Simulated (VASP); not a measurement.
OSZICAR of a VASP run on SnTe (space group Fm-3m):

OSZICAR:
```
       N       E                     dE             d eps       ncg     rms          rms(c)
DAV:   1     0.110038025931E+03    0.11004E+03   -0.84318E+03   560   0.136E+03
DAV:   2     0.500785389364E+00   -0.10954E+03   -0.10797E+03   602   0.323E+02
DAV:   3    -0.863348352111E+01   -0.91343E+01   -0.90429E+01   728   0.932E+01
DAV:   4    -0.886304373374E+01   -0.22956E+00   -0.22951E+00   628   0.163E+01
DAV:   5    -0.887339641250E+01   -0.10353E-01   -0.10353E-01   784   0.329E+00    0.429E+00
DAV:   6    -0.880590400651E+01    0.67492E-01   -0.16143E-01   760   0.302E+00    0.276E+00
DAV:   7    -0.880175165499E+01    0.41524E-02   -0.45141E-02   664   0.124E+00    0.829E-01
DAV:   8    -0.880097246170E+01    0.77919E-03   -0.63283E-03   662   0.723E-01    0.146E-01
DAV:   9    -0.880097226623E+01    0.19548E-06   -0.66604E-04   694   0.234E-01    0.423E-02
DAV:  10    -0.880095888853E+01    0.13378E-04   -0.52607E-05   662   0.636E-02    0.284E-02
DAV:  11    -0.880095712845E+01    0.17601E-05   -0.29598E-05   680   0.413E-02    0.186E-02
DAV:  12    -0.880095711213E+01    0.16320E-07   -0.22611E-06   530   0.922E-03
   1 F= -.88009571E+01 E0= -.88009571E+01  d E =-.880096E+01
       N       E                     dE             d eps       ncg     rms          rms(c)
DAV:   1    -0.101077883458E+02   -0.13068E+01   -0.26213E+01   680   0.766E+01    0.671E+00
DAV:   2    -0.906846913427E+01    0.10393E+01   -0.20328E+00   680   0.255E+01    0.264E+00
DAV:   3    -0.884689519476E+01    0.22157E+00   -0.63480E-01   686   0.126E+01    0.584E-01
DAV:   4    -0.883900241076E+01    0.78928E-02   -0.20447E-02   658   0.132E+00    0.514E-01
DAV:   5    -0.883588245602E+01    0.31200E-02   -0.19158E-03   830   0.359E-01    0.175E-01
DAV:   6    -0.883556562108E+01    0.31683E-03   -0.27962E-04   612   0.238E-01    0.198E-02
DAV:   7    -0.883555882413E+01    0.67969E-05   -0.13308E-05   800   0.281E-02    0.101E-02
DAV:   8    -0.883555799443E+01    0.82971E-06   -0.19199E-06   388   0.173E-02
   2 F= -.88355580E+01 E0= -.88355580E+01  d E =-.346009E-01
       N       E                     dE             d eps       ncg     rms          rms(c)
DAV:   1    -0.890850205839E+01   -0.72943E-01   -0.15968E+00   680   0.217E+01    0.154E+00
DAV:   2    -0.885337596283E+01    0.55126E-01   -0.95471E-02   680   0.538E+00    0.632E-01
DAV:   3    -0.884016872277E+01    0.13207E-01   -0.39594E-02   686   0.316E+00    0.125E-01
DAV:   4    -0.883975702671E+01    0.41170E-03   -0.10820E-03   598   0.326E-01    0.130E-01
DAV:   5    -0.883954361299E+01    0.21341E-03   -0.16840E-04   822   0.105E-01    0.292E-02
DAV:   6    -0.883953764778E+01    0.59652E-05   -0.25658E-05   698   0.908E-02    0.767E-03
DAV:   7    -0.883953697757E+01    0.67021E-06   -0.64092E-07   280   0.894E-03
   3 F= -.88395370E+01 E0= -.88395370E+01  d E =-.385799E-01
```

Which electronic solver shows in the log?

It is blocked Davidson (ALGO = Normal, or the opening steps of other solvers). The INCAR had ALGO = Normal.

Can the final energy be trusted as converged?

Self-consistency was reached. It stopped with EDIFF = 1E-6, NELM = 100, NSW = 60 and EDIFFG = -0.01 after 3 ionic steps (LDA (Ceperley-Alder, Perdew-Zunger), plane waves, VASP's LDA PAW potentials (set 64)). Energy and stress use the plane-wave basis of the starting cell.

The structure comes from a computed database's SnTe entry (Fm-3m); how it stands against other phases isn't given here. This run relaxes it. Symmetry was kept, so distortions that lower it aren't found.
